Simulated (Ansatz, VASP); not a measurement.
## Two plane-wave programs on LaNi2Ge2

```
La Ni Ge
1.0
    -2.05856    2.05856    4.84523
     2.05856   -2.05856    4.84523
     2.05856    2.05856   -4.84523
La Ni Ge
1 2 2
Direct
  0.00000 0.00000 0.00000
  0.75000 0.25000 0.50000
  0.25000 0.75000 0.50000
  0.36466 0.36466 0.00000
  0.63534 0.63534 0.00000
```

Alike in both runs: functional LDA; k mesh 16 × 16 × 16; occupations gaussian, width 0.05 eV; no spin polarisation.

Ansatz relaxed the structure, and its values are those at the end. VASP's run is a single point on that final structure, the one shown.

```csv
,VASP,Ansatz
version,VASP 6.6.1,Ansatz 0.2.0
potentials or method,"VASP PAW LDA potentials, release 64 (La, Ni, Ge_d)","scalar-relativistic, plane waves, PAW"
plane-wave cutoff (eV),520,420
valence electrons in the cell,59,75
```

```tsv
	VASP	Ansatz	Ansatz less VASP
gap on the k mesh at the Fermi level (eV)	none	none	-
pressure (GPa)	0.3	0.0	-0.26
rms of the force components (eV/Å)	0.010	0.000	-0.0104
```

A gap of «none» marks a metal or a gap that the smearing closes. The two sets of potentials don't hold the same shells in valence.

The runs have no spin-orbit coupling, so splittings on La are missing. Spin polarisation is off, so any magnetic state and its effect on volume and gap are missing.
